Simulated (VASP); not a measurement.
These are r2SCAN meta-GGA, VASP's PBE PAW potentials (set 64) (plane waves; VASP 6.6.1) values and carry that method's errors.

The input files of a VASP run:

### POSCAR
```
Cr atom
1
   12.0000000000     0.0000000000     0.0000000000
    0.0000000000    12.5000000000     0.0000000000
    0.0000000000     0.0000000000    13.0000000000
Cr
1
Direct
  0.0000000000   0.0000000000   0.0000000000
```

File KPOINTS:
```
Automatic mesh
0
G
 1 1 1
0 0 0
```

INCAR:
```
SYSTEM = Cr atom
PREC = Normal
ENCUT = 520
EDIFF = 1E-6
NELM = 200
ALGO = All
LREAL = .FALSE.
LASPH = .TRUE.
ISMEAR = 0
SIGMA = 0.01
METAGGA = R2SCAN
LMIXTAU = .TRUE.
LMAXMIX = 4
ISPIN = 2
MAGMOM = 6
LORBIT = 10
LWAVE = .FALSE.
LCHARG = .FALSE.
ISYM = 0
NUPDOWN = 6
```

POTCAR, in this order: Cr_pv (PBE.64 set). Program: vasp_gam. Read from the step before: WAVECAR.

Output of the run:

**OUTCAR**
```
 ion  position               nearest neighbor table
   1  0.000  0.000  0.000-
 Subroutine IBZKPT returns following result:
 Found      1 irreducible k-points:

 Following reciprocal coordinates:
            Coordinates               Weight
  0.000000  0.000000  0.000000      1.000000
   k-points           NKPTS =      1   k-points in BZ     NKDIM =      1   number of bands    NBANDS=     13
   number of dos      NEDOS =    301   number of ions     NIONS =      1
   total plane-waves  NPLWV = 392000
   dimension x,y,z NGX =    70 NGY =   70 NGZ =   80
   dimension x,y,z NGXF=   140 NGYF=  140 NGZF=  160
   ions per type =               1
   PREC   = normal    normal or accurate (medium, high low for compatibility)
   ISTART =      1    job   : 0-new  1-cont  2-samecut
   ICHARG =      0    charge: 1-file 2-atom 10-const
   ISPIN  =      2    spin polarized calculation?
   LNONCOLLINEAR =      F non collinear calculations
   LSORBIT =      F    spin-orbit coupling
   INIWAV =      1    electr: 0-lowe 1-rand  2-diag
   ENCUT  =  520.0 eV  38.22 Ry    6.18 a.u.  22.31 23.24 24.17*2*pi/ulx,y,z
   NELM   =    200;   NELMIN=  2; NELMDL=  0     # of ELM steps
   EDIFF  = 0.1E-05   stopping-criterion for ELM
   LREAL  =      F    real-space projection
   NLSPLINE    = F    spline interpolate recip. space projectors
   LMAXMIX     =    4 max onsite mixed and CHGCAR
   VOSKOWN=      0    Vosko Wilk Nusair interpolation
   EDIFFG = 0.1E-04   stopping-criterion for IOM
   NSW    =      0    number of steps for IOM
   NBLOCK =      1;   KBLOCK =      1    inner block; outer block
   IBRION =     -1    ionic relax: 0-MD 1-quasi-New 2-CG
   NFREE  =      0    steps in history (QN), initial steepest desc. (CG)
   ISIF   =      2    stress and relaxation
   ISYM   =      0    0-nonsym 1-usesym 2-fastsym
   TEIN   =    0.0    initial temperature
   TEBEG  =    0.0;   TEEND  =   0.0 temperature during run
   SMASS  =  -3.00    Nose mass-parameter (am)
   PSTRESS=    0.0 pullay stress
   NELECT =      12.0000    total number of electrons
...
```

### OSZICAR
```
       N       E                     dE             d eps       ncg     rms           ort
SDA:   1    -0.115739033672E+02   -0.11574E+02    0.00000E+00    13   0.734E-01   0.000E+00
CGA:   2    -0.115821923444E+02   -0.82890E-02   -0.82860E-02    13   0.242E-01  -0.561E-03
CGA:   3    -0.115862044100E+02   -0.40121E-02   -0.40270E-02    13   0.781E-02   0.540E-03
CGA:   4    -0.115874067514E+02   -0.12023E-02   -0.12117E-02    13   0.202E-02   0.326E-03
CGA:   5    -0.115877851391E+02   -0.37839E-03   -0.37925E-03    13   0.917E-03   0.511E-04
CGA:   6    -0.115879941831E+02   -0.20904E-03   -0.21093E-03    13   0.469E-03  -0.400E-04
CGA:   7    -0.115880945393E+02   -0.10036E-03   -0.10114E-03    13   0.215E-03  -0.259E-04
CGA:   8    -0.115881416820E+02   -0.47143E-04   -0.47363E-04    13   0.105E-03   0.177E-04
SDA:   9    -0.115881685311E+02   -0.26849E-04   -0.25818E-04    13   0.593E-04   0.323E-04
CGA:  10    -0.115881901801E+02   -0.21649E-04   -0.24631E-04    13   0.974E-04  -0.121E-04
CGA:  11    -0.115882235407E+02   -0.33361E-04   -0.31914E-04    13   0.101E-03   0.103E-04
SDA:  12    -0.115882556953E+02   -0.32155E-04   -0.30819E-04    13   0.584E-04   0.314E-04
CGA:  13    -0.115882705551E+02   -0.14860E-04   -0.14787E-04    13   0.270E-04   0.623E-05
SDA:  14    -0.115882831524E+02   -0.12597E-04   -0.11408E-04    13   0.169E-04   0.940E-05
SDA:  15    -0.115882898168E+02   -0.66643E-05   -0.57822E-05    13   0.124E-04   0.538E-05
CGA:  16    -0.115882937064E+02   -0.38897E-05   -0.38038E-05    13   0.136E-04   0.231E-05
SDA:  17    -0.115882963778E+02   -0.26713E-05   -0.34109E-05    13   0.890E-05   0.123E-04
SDA:  18    -0.115882987146E+02   -0.23369E-05   -0.22452E-05    13   0.607E-05   0.327E-05
SDA:  19    -0.115882993594E+02   -0.64478E-06   -0.45579E-05    13   0.349E-04  -0.303E-05
CGA:  20    -0.115883037559E+02   -0.43964E-05   -0.47369E-05    13   0.390E-05   0.187E-05
SDA:  21    -0.115883046431E+02   -0.88722E-06   -0.10834E-05    13   0.366E-05   0.223E-05
   1 F= -.11588305E+02 E0= -.11588305E+02  d E =-.962012E-28  mag=     6.0000
```

File OUTCAR:
```
------------------------ aborting loop because EDIFF is reached ----------------------------------------
  FORCE on cell =-STRESS in cart. coord.  units (eV):
  Direction    XX          YY          ZZ          XY          YZ          ZX
  --------------------------------------------------------------------------------------
  Total       -0.0080911      0.0205717      0.0124419     -0.0000078      0.0001217      0.0000220
  in kB       -0.0066479      0.0169023      0.0102226     -0.0000064      0.0001000      0.0000181
  external PRESSURE =       0.0068257 kB  Pullay stress =       0.0000000 kB
  volume of cell :     1950.00
      direct lattice vectors                 reciprocal lattice vectors
    12.000000000  0.000000000  0.000000000     0.083333333  0.000000000  0.000000000
     0.000000000 12.500000000  0.000000000     0.000000000  0.080000000  0.000000000
     0.000000000  0.000000000 13.000000000     0.000000000  0.000000000  0.076923077
 POSITION                                       TOTAL-FORCE (eV/Angst)
 -----------------------------------------------------------------------------------
      0.00000      0.00000      0.00000         0.000041     -0.000016     -0.000036
 -----------------------------------------------------------------------------------
    total drift:                                0.000041     -0.000016     -0.000036
  FREE ENERGIE OF THE ION-ELECTRON SYSTEM (eV)
  ---------------------------------------------------
  free  energy   TOTEN  =       -11.5883046431 eV

  energy  without entropy=      -11.5883046431  energy(sigma->0) =      -11.58830464

 total charge

# of ion       s       p       d       tot
------------------------------------------
    1        0.275   5.979   4.358  10.613

 magnetization (x)

# of ion       s       p       d       tot
------------------------------------------
    1        0.275  -0.005   4.358   4.629
```
(Selected blocks of OUTCAR.)

The atom may not be in its lowest state.

The cell is a free atom in a box.
